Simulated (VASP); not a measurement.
Runs of VASP 6.6.1 on CaH8. The structure is cubic, space group Fm-3m (No. 225). The conventional cell has a = 7.093 Å, b = 7.093 Å, c = 7.093 Å, α = 90.00°, β = 90.00°, γ = 90.00°. Ca (site symmetry m-3m) has 8 H at 2.22 Å as nearest neighbours. H (site symmetry 3m) is surrounded by 3 H at 1.39 Å. The cell was built by a generator and needn't be a form met in nature.

| task | level | cell | cutoff (eV) | smearing | gap on the mesh (eV) | pressure (GPa) | relaxed volume (Å³/atom) |
| --- | --- | --- | --- | --- | --- | --- | --- |
| single point | PBE | as given | 520 | fermi-dirac 0.05 eV | 0.22 | 0.0 | - |
| optical spectrum | TB-mBJ | as given | 520 | gaussian 0.1 eV | 0.20 | - | - |
| relaxation of cell and atoms | PBEsol | relaxed | 600 | gaussian 0.05 eV | 0.25 | 0.0 | 9.45 |
| relaxation of cell and atoms | PBE | relaxed | 600 | gaussian 0.05 eV | 0.22 | 0.0 | (a) |

Alike in all rows: potentials or basis VASP PAW PBE potentials, release 64 (Ca_sv, H); no spin polarisation; k mesh 7 × 7 × 7.

**Question.** Estimate the missing entries.

**Answer.** (a) 9.92.

Caveats: an odd mesh through Γ misses points on the zone boundary, where band edges often lie; the PAW data sets were made with another functional, which shifts forces and pressure a little (some runs).

Not every run made on this cell is shown here.
